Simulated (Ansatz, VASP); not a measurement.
# Mg (Magnesium) in two plane-wave programs

Aim: how closely do two programs agree when they are given the same cell, functional and k mesh? The cell is taken from a series of runs on this material, whose earlier steps may have relaxed, scaled, displaced or heated it; both programs get it as it stands.

Program: Ansatz 0.2.0. Level of theory: plane waves, with VASP 6.6.1 beside it; relaxation of cell and atoms at PBEsol. Results are calculated unless marked as measured.

## Step 1: Set-up

The structure is hexagonal, space group P6_3/mmc (No. 194). Conventional cell: a = 3.178 Å, b = 3.178 Å, c = 5.145 Å, α = 90.00°, β = 90.00°, γ = 120.00°. Nearest to Mg lie 12 Mg at 3.16 to 3.18 Å.

## Step 2: Ansatz: relaxation of cell and atoms, PBEsol

Ansatz runs on its default PAW (the set named soft_2) files.

The relaxed volume is the usual yardstick between codes: in a stiff, nearly cubic crystal its relative difference is about their pressure difference at one cell divided by the bulk modulus.

input.yaml

```yaml
crystal:
  lattice:
    - [3.1781538698, 0.0, 0.0]
    - [-1.5890769349, 2.7523619884, 0.0]
    - [0.0, 0.0, 5.1445085876]
  atoms:
    - { symbol: Mg, position: [0.3333333333, 0.6666666667, 0.25] }
    - { symbol: Mg, position: [0.6666666667, 0.3333333333, 0.75] }
kpoints:
  mp_grid: { grid: [18, 18, 10] }
hamiltonian:
  xc: pbesol
scf:
  occupations: { method: fermi_dirac, width: 0.15 }
output:
  forces: true
  stress: true
  eigenvalues: true
relax:
  adjacent_minimum: "off"
  f_tol: 0.001
  max_steps: 60
  cell: { stress_tol: 0.01 }
```

The run is started by

```sh
> ansatz run input.yaml --threads 8 --pin off --max-ram 14336MiB --backend cpu --events-out ev --progress --plain --runs-dir out
```

Numbers of over 12 decimals in the logs are rounded to 6 here.

The program printed:

```text
Engine: ansatz 0.2.0, x86_64-unknown-linux-gnu
Pseudopotentials: kind: paw
Pseudopotential: Mg, paw, valence charge 10, recommended cutoff 420 eV (normal), Mg.paw.azcp
Functional definition: PBEsol
  exchange = pbesol_x
  correlation = pbesol_c
Crystal: 2 atoms, lattice volume = 45.001 Å³
Basis set: ecut = 420 eV, 881 PW (Γ), exchange–correlation on 48×48×72 points (8 copies of the dense FFT grid, shifted against one another)
Bands: 14, of which v1, the nominal top of the filled ones, is band 10 counted from 1 (9 counted from 0)
Symmetry: 24 space group operations
Space group: P63/mmc (ITA 194), of the structure as read, at distance tolerance 3.6e-5 Å
k-points: 222 of 3240
Non-local potential: Mg, projectors of the file, l = 0: 3, l = 1: 2, l = 2: 1
PAW form: soft (Blöchl's): semilocal exchange-correlation on the pseudo side does not see the compensation charge
PAW frozen core: Mg, regenerated for the run's functional, and the local potential with it (the file was generated under x = pbe(κ = 0.804, μ = 0.219515), c = pbe(β = 0.066725))
PAW one-centre angular grid: Mg, 110 points (default); XC on 64 Gauss nodes
Initial density: superposition of atomic densities (neutral atoms: chi_scale 0, normalization atom), corrected by the library's trained network
Initial wavefunctions: pseudopotential atomic-orbital guess
Functional: x = pbesol(κ = 0.804, μ = 0.123457), c = pbesol(β = 0.046)
SCF iter   1: F=—  HF=-3824.133860 eV  |F-HF|=—  |Δ(HF+E_count)|=         —  Δρ=2.03e-3  dr2=8.99e-4  ethr=1.77e-3  ⟨swp⟩=5.0  Hψ=15292  notcnv=0
preconditioner: auto → none  [metal: Δε(μ)=0.011 eV  Ē_g=6.993 eV  σ=0.150 eV  W_gap=0.02  n_scr=8 (ndim 8)  ℏωp=11.1 eV  f_vac=0.000  D(μ)=0.82/eV (n_scr^D=2)  sad-step TF]
SCF iter   2: F=—  HF=-3824.132612 eV  |F-HF|=—  |Δ(HF+E_count)|=   1.25e-3  Δρ=9.12e-4  dr2=2.45e-4  ethr=4.50e-6  ⟨swp⟩=2.2  Hψ=7067  notcnv=0
SCF iter   3: F=—  HF=-3824.132519 eV  |F-HF|=—  |Δ(HF+E_count)|=   9.25e-5  Δρ=1.44e-4  dr2=8.57e-6  ethr=1.23e-6  ⟨swp⟩=2.0  Hψ=5240  notcnv=0
SCF iter   4: F=—  HF=-3824.132514 eV  |F-HF|=—  |Δ(HF+E_count)|=   5.24e-6  Δρ=4.00e-5  dr2=3.32e-7  ethr=4.29e-8  ⟨swp⟩=2.0  Hψ=5096  notcnv=0
iter 5 did not close the SCF: its close was put off for the readings that it lacked (scf_convergence_deferred on its scf_iter line)
SCF iter   5: F=-3824.132514 eV  HF=-3824.132514 eV  |F-HF|=1.96e-8  |Δ(HF+E_count)|=   3.10e-7  Δρ=8.97e-6  dr2=1.75e-8  ethr=1.66e-9  ⟨swp⟩=2.0  Hψ=5191  notcnv=0
SCF iter   6: F=-3824.132514 eV  HF=-3824.132514 eV  |F-HF|=3.32e-11  |Δ(HF+E_count)|=   1.28e-8  Δρ=4.37e-7  dr2=3.70e-11  ethr=8.73e-11  ⟨swp⟩=2.0  Hψ=9643  notcnv=0
SCF 1 converged in 6 iterations: F = -3824.132514 eV  dr2 = 3.70e-11
  greatest PAW one-centre occupation: 1.000 electrons in one spin orbital (limit 2), on the Mg atom at site 1 (counted from 0), in its partial waves of l = 0
relax step   1: F+E_penalty+E_count = -3824.13251386 eV  Δ(F+E_penalty+E_count) = +0.000e0 eV  max|allowed force component| = 4.857e-17 eV/Å  Δτ_max = 0.0000 Å  P = +0.109 GPa  Ω = 45.001 Å³  (6 SCF iters, dr2 threshold 1.00e-7 eV, accepted)
[...]
relax step   2: F+E_penalty+E_count = -3824.13257126 eV  Δ(F+E_penalty+E_count) = -5.740e-5 eV  max|allowed force component| = 3.932e-17 eV/Å  Δτ_max = 0.0000 Å  P = +0.018 GPa  Ω = 45.111 Å³  energy of the carried Pulay correction = -1.565e-6 eV  (3 SCF iters, dr2 threshold 7.80e-8 eV, accepted)
[...]
relax step   3: F+E_penalty+E_count = -3824.13257747 eV  Δ(F+E_penalty+E_count) = -6.209e-6 eV  max|allowed force component| = 8.095e-17 eV/Å  Δτ_max = 0.0000 Å  P = -0.003 GPa  Ω = 45.138 Å³  energy of the carried Pulay correction = -1.940e-6 eV  (3 SCF iters, dr2 threshold 7.14e-9 eV, accepted)
[...]
relax step   4: F+E_penalty+E_count = -3824.13257946 eV  Δ(F+E_penalty+E_count) = -1.996e-6 eV  max|allowed force component| = 8.095e-17 eV/Å  Δτ_max = 0.0000 Å  P = -0.003 GPa  Ω = 45.138 Å³  stress off target by 7.48e-3 GPa  SCF on the basis re-selected at this cell (its energy is not comparable with the rows above)  (4 SCF iters)
basis re-selected at this cell: Δ(F+E_penalty+E_count) = -1.996e-6 eV, ΔP = -0.000 GPa vs the last step (what re-selecting the basis moved, of the pressure what is left beyond the Pulay correction that the steps carried, after the strain that the cell walked since its last selection, with what the two solves' SCF thresholds leave and, on support functions, any second-order correction that the steps lacked; it is no m [...]
SCF converged after 4 iterations
Free energy (F): -3824.132579 eV
Harris-Foulkes:  -3824.132579 eV  (|F-HF|=2.27e-12)
Internal energy: -3824.071874 eV  (E = F + TS)
E sigma→0 (E₀):  -3824.102227 eV
Entropy (-TS):   -0.060705 eV (-30.352 meV/atom)
Fermi energy:    5.747515 eV
--- Per-component energies (eV) ---
  E_band       = -709.360722
  E_kinetic    = 149.948698
  E_local      = -3227.463320  (includes V_loc(G=0)·N_el)
  E_nonlocal   = 192.735140
  E_hartree    = 1151.104351
  E_xc         = -56.342697
  E_vxc        = -73.049462  (∫ρ·V_xc dr)
  E_paw        = -562.535424  (= ΣΔE_a)
  E_vpaw       = -53.740476  (= ΣTr[D̂ρ^β])
  E_aug_tail   = -0.000005  (compensation charges beyond the density's cutoff)
  E_ewald      = -1471.636342
  E_core_change = 0.117725  (= ΣΔE_core)
  E_smearing   = -0.060705  (= −TS)
  E_closure    = 0.000000  (closes the sum)
  Σ components = -3824.132579   (vs F -3824.132579, Δ=0.00e0)
--- Forces (eV/Å), atoms counted from 1 ---
  atom   1  Mg    -0.00000000    -0.00000000    -0.00000000
  atom   2  Mg     0.00000000     0.00000000     0.00000000
  max |Σ_I F_I| component: 9.25e-18 eV/Å
--- Stress (GPa, compression-positive) ---
       -0.007479      -0.000000       0.000000
       -0.000000      -0.007479       0.000000
        0.000000       0.000000       0.004856
  P = ⅓ Tr σ = -0.0034 GPa (-0.034 kbar)
--- Band table (eV; the first three rows and the last of 222) ---
  k-point 0: bands = [... 6 lower, -36.8019, -36.8019, -1.2558, 4.0443, 4.5164, 16.7706, 16.7706, 16.9122]
  k-point 1: bands = [... 6 lower, -36.8020, -36.8020, -1.1988, 3.2264, 5.4321, 16.8153, 16.8153, 16.9500]
  k-point 2: bands = [... 6 lower, -36.8024, -36.8024, -1.0283, 2.3108, 6.6411, 15.6648, 16.9463, 16.9463]
  k-point 221: bands = [... 6 lower, -36.8095, -36.8095, 5.9436, 5.9436, 6.4077, 6.4077, 7.3354, 7.3354]
--- Relaxed structure (3 steps of the walk, 3 accepted, 1 SCFs on fresh bases) ---
  F+E_penalty+E_count = -3824.13257946 eV   max|allowed force component| = 8.095e-17 eV/Å   (the final SCF, on the basis selected at the relaxed cell)
  cell:  # Å, volume = 45.1376 Å³
    - [3.179290, 0, 0]
    - [-1.589645, 2.753346, 0]
    - [0, 0, 5.156412]
  atoms:
    - { symbol: Mg, position: [0.333333, 0.666667, 0.25] }
    - { symbol: Mg, position: [0.666667, 0.333333, 0.75] }
```

## Step 3: VASP: relaxation of cell and atoms, PBEsol

The same cell, functional, mesh and smearing now go to VASP, with its own data sets.

Lines of VASP's logs that name or quote its potential files are left out, and so is its time.

INCAR

```
SYSTEM = Mg
PREC = Accurate
ENCUT = 600
EDIFF = 1E-07
NELM = 120
ISMEAR = -1
SIGMA = 0.15
LREAL = .FALSE.
ALGO = Normal
GGA = PS
NBANDS = 8
LORBIT = 11
LWAVE = .FALSE.
LCHARG = .FALSE.
ISIF = 3
IBRION = 2
NSW = 80
EDIFFG = -0.005
LASPH = .TRUE.
GGA_COMPAT = .FALSE.
NELMIN = 4
```

POSCAR

```
Mg
1.0
    3.1781540000      0.0000000000      0.0000000000
   -1.5890770000      2.7523620000      0.0000000000
    0.0000000000      0.0000000000      5.1445090000
Mg
2
Direct
    0.3333333333      0.6666666667      0.2499999514
    0.6666666667      0.3333333333      0.7499998542
```

KPOINTS

```
Automatic mesh
0
Gamma
18 18 10
0 0 0
```

Potentials, in the order of the species: Mg (PBE family, release 64).

The run is started by

```sh
> mpirun -np 1 vasp_std
```

The program printed:

```text
[banner, memory and clock lines left out]
running    1 mpi-ranks, on    1 nodes
 distrk:  each k-point on    1 cores,    1 groups
 distr:  one band on    1 cores,    1 groups

 POSCAR found type information on POSCAR Mg
 POSCAR found :  1 types and       2 ions
|                                                                             |
|               ----> ADVICE to this user running VASP <----                  |
|                                                                             |
|     You enforced a specific xc type in the INCAR file but a different       |
|     [... a line on the potential file left out ...]
|     I HOPE YOU KNOW WHAT YOU ARE DOING!                                     |
|                                                                             |

 LDA part: xc-table for (Slater+PW92), standard interpolation
 POSCAR, INCAR and KPOINTS ok, starting setup
 FFT: planning ... GRIDC
 FFT: planning ... GRID_SOFT
 FFT: planning ... GRID
 WAVECAR not read
 entering main loop
       N       E                     dE             d eps       ncg     rms          rms(c)
DAV:   1    -0.766295098311E+00   -0.76630E+00   -0.14628E+03  3552   0.402E+02
DAV:   2    -0.348338699321E+01   -0.27171E+01   -0.26462E+01  4888   0.235E+01
DAV:   3    -0.349806095503E+01   -0.14674E-01   -0.14661E-01  4784   0.227E+00
DAV:   4    -0.349809883998E+01   -0.37885E-04   -0.37884E-04  4992   0.967E-02
DAV:   5    -0.349809893886E+01   -0.98874E-07   -0.99228E-07  4792   0.364E-03    0.958E-01
DAV:   6    -0.348757716695E+01    0.10522E-01   -0.58172E-04  4304   0.178E-01    0.610E-01
DAV:   7    -0.347809476048E+01    0.94824E-02   -0.24028E-03  3864   0.324E-01    0.312E-02
DAV:   8    -0.347809934621E+01   -0.45857E-05   -0.17112E-05  5368   0.292E-02    0.622E-03
DAV:   9    -0.347809910363E+01    0.24258E-06   -0.87719E-07  4136   0.448E-03    0.573E-04
DAV:  10    -0.347809896900E+01    0.13463E-06   -0.34292E-09  3632   0.366E-04    0.125E-04
DAV:  11    -0.347809896208E+01    0.69220E-08   -0.25206E-10  2328   0.122E-04
   1 F= -.34780990E+01 E0= -.34479088E+01  d E =-.347810E+01
 curvature:   0.00 expect dE= 0.000E+00 dE for cont linesearch  0.000E+00
 trial: gam= 0.00000 g(F)=  0.856E-44 g(S)=  0.322E-04 ort = 0.000E+00 (trialstep = 0.100E+01)
 search vector abs. value=  0.322E-04
 bond charge predicted
       N       E                     dE             d eps       ncg     rms          rms(c)
DAV:   1    -0.347812200442E+01   -0.23035E-04   -0.79107E-05  4904   0.413E-02    0.325E-03
DAV:   2    -0.347812169332E+01    0.31109E-06   -0.32748E-07  4008   0.337E-03    0.205E-03
DAV:   3    -0.347812134604E+01    0.34728E-06   -0.77713E-08  3640   0.109E-03    0.878E-05
DAV:   4    -0.347812135249E+01   -0.64467E-08   -0.13856E-09  2144   0.227E-04
   2 F= -.34781214E+01 E0= -.34478928E+01  d E =-.223904E-04
 trial-energy change:   -0.000022  1 .order   -0.000023   -0.000032   -0.000013
 step:   1.6961(harm=  1.6961)  dis= 0.00000  next Energy=    -3.478126 (dE=-0.273E-04)
 bond charge predicted
       N       E                     dE             d eps       ncg     rms          rms(c)
DAV:   1    -0.347812610950E+01   -0.47635E-05   -0.38302E-05  4872   0.287E-02    0.227E-03
DAV:   2    -0.347812593039E+01    0.17911E-06   -0.15904E-07  3976   0.235E-03    0.143E-03
DAV:   3    -0.347812571820E+01    0.21219E-06   -0.37892E-08  3024   0.758E-04    0.608E-05
DAV:   4    -0.347812572262E+01   -0.44173E-08   -0.79455E-10  2008   0.170E-04
   3 F= -.34781257E+01 E0= -.34478705E+01  d E =-.267605E-04
 curvature:  -0.85 expect dE=-0.374E-05 dE for cont linesearch -0.498E-11
 trial: gam= 0.13653 g(F)=  0.478E-47 g(S)=  0.442E-05 ort = 0.138E-07 (trialstep = 0.114E+01)
 search vector abs. value=  0.502E-05
 reached required accuracy - stopping structural energy minimisation
```

Parts of OUTCAR (step 3):

```text
ion  position               nearest neighbor table
   1  0.333  0.667  0.250-   2 3.16   2 3.16   2 3.16   2 3.16   2 3.16   2 3.16
   2  0.667  0.333  0.750-   1 3.16   1 3.16   1 3.16   1 3.16   1 3.16   1 3.16

  LATTYP: Found a hexagonal cell.
 ALAT       =     3.1781540000
 C/A-ratio  =     1.6187097919

 Subroutine GETGRP returns: Found 24 space group operations
 (whereof 12 operations were pure point group operations)

The static configuration has the point symmetry D_3d.
 The point group associated with its full space group is D_6h.

 Found    222 irreducible k-points:

   k-points           NKPTS =    222   k-points in BZ     NKDIM =    222   number of bands    NBANDS=      8

   dimension x,y,z NGX =    28 NGY =   28 NGZ =   42
   dimension x,y,z NGXF=    56 NGYF=   56 NGZF=   84

   ENCUT  =  600.0 eV  44.10 Ry    6.64 a.u.   6.35  6.35 10.27*2*pi/ulx,y,z

   NELECT =       4.0000    total number of electrons

 k-points in reciprocal lattice and weights: Automatic mesh
   0.00000000  0.00000000  0.00000000       0.000
   0.05555556  0.00000000  0.00000000       0.002
   0.11111111  0.00000000  0.00000000       0.002
   0.16666667 -0.00000000  0.00000000       0.002
   0.22222222  0.00000000  0.00000000       0.002
   0.27777778 -0.00000000  0.00000000       0.002
   0.33333333 -0.00000000  0.00000000       0.002
   0.38888889  0.00000000  0.00000000       0.002
   0.44444444  0.00000000  0.00000000       0.002
[...]
0.33333333  0.27777778  0.50000000       0.004
   0.33333333  0.33333333  0.50000000       0.001

 average (electrostatic) potential at core
       1 -38.8060       2 -38.8060

 E-fermi :   2.6866

 k-point     1 :       0.0000    0.0000    0.0000
  band No.  band energies     occupation
      1      -4.3211      2.00000
      2       0.9803      1.99998
      3       1.4661      1.99941
      4      13.6967      0.00000
      5      13.6967      0.00000
      6      13.8464      0.00000
      7      13.8464      0.00000
      8      14.6188      0.00000

 k-point     2 :       0.0556    0.0000    0.0000
  band No.  band energies     occupation
      1      -4.2596      2.00000
      2       1.0362      1.99997
      3       1.5258      1.99913
      4      12.2783      0.00000
      5      12.9017      0.00000
      6      13.6802      0.00000
      7      14.7270      0.00000
      8      15.2871      0.00000

 k-point     3 :       0.1111    0.0000    0.0000
  band No.  band energies     occupation
      1      -4.0756      2.00000
      2       1.2042      1.99990
      3       1.7037      1.99715
      4      10.5587      0.00000
      5      12.1351      0.00000
      6      12.9195      0.00000
      7      15.3067      0.00000
      8      15.4808      0.00000

  Total       -0.0091715     -0.0091715      0.0038489      0.0000000      0.0000000      0.0000000
  in kB       -0.3258705     -0.3258704      0.1367557      0.0000000      0.0000000      0.0000000
  external PRESSURE =      -0.1716617 kB  Pullay stress =       0.0000000 kB

  energy-cutoff  :      600.00
  volume of cell :       45.09
      direct lattice vectors                 reciprocal lattice vectors
     3.179106550  0.000000000 -0.000000000     0.314553786  0.181607719 -0.000000000
    -1.589553275  2.753186933  0.000000000    -0.000000000  0.363215439 -0.000000000
    -0.000000000  0.000000000  5.151888483     0.000000000  0.000000000  0.194103580

 POSITION                                       TOTAL-FORCE (eV/Angst)
 -----------------------------------------------------------------------------------
     -0.00000      1.83546      1.28797        -0.000000      0.000000      0.000000
      1.58955      0.91773      3.86392         0.000000     -0.000000     -0.000000
 -----------------------------------------------------------------------------------
    total drift:                                0.000000     -0.000000     -0.000008

  FREE ENERGIE OF THE ION-ELECTRON SYSTEM (eV)
  ---------------------------------------------------
  free  energy   TOTEN  =        -3.4781257226 eV

  energy  without entropy=       -3.4176153005  energy(sigma->0) =       -3.44787051

 reached required accuracy - stopping structural energy minimisation

 total charge
# of ion       s       p       d       tot
------------------------------------------
    1        0.209   0.129   0.012   0.350
    2        0.209   0.129   0.012   0.350
--------------------------------------------------
tot          0.419   0.258   0.024   0.701

[... 3 further parts left out ...]
```

## Step 4: Differences

Known differences besides the potentials themselves: the data sets hold 20 valence electrons in Ansatz (on its default PAW (the set named soft_2) files) and 4 in VASP; the cutoff is 420 eV in Ansatz and 600 eV in VASP; Ansatz makes its cores anew for this functional, VASP keeps those of its PBE data sets; Ansatz adds a Pulay correction to the stress that steers its cell, VASP none. Total energies have different zeros and are not compared.

Both answers:

| quantity | Ansatz | VASP | difference |
| --- | --- | --- | --- |
| volume (Å³) | 45.14 | 45.09 | +0.10 % |
| edge a after relaxation, in the typed setting (Å) | 3.179 | 3.179 | +0.01 % |
| edge c after relaxation, in the typed setting (Å) | 5.156 | 5.152 | +0.09 % |

## Step 5: Summary of results

| Item | Value |
| --- | --- |
| difference in volume (relaxation of cell and atoms, PBEsol) | 0.099 % |

In words: The difference in volume is 0.099 % (relaxation of cell and atoms, PBEsol), within the 1.2 % picked in this series as the mark of a large difference, as far as the stopping tolerances let one tell. The data sets hold unlike numbers of valence electrons (20 in Ansatz and 4 in VASP), so part of the differences comes from the potentials. Such differences can come from data sets, numerical settings and the points named under the comparisons, not from the functional's error against experiment.

[Lines on the potential files, build, host, timing and source positions are cut from VASP's logs without a mark.]

[Logs are printed without paths, hosts, clocks, repeated set-up lines and the standing remarks that a program may print on its own settings, such as how far it seeks lower states.]

[Hosts, paths, dates, database ids (printed as entryN), source tags and the programs' standing remarks are cut or masked in the printed files.]
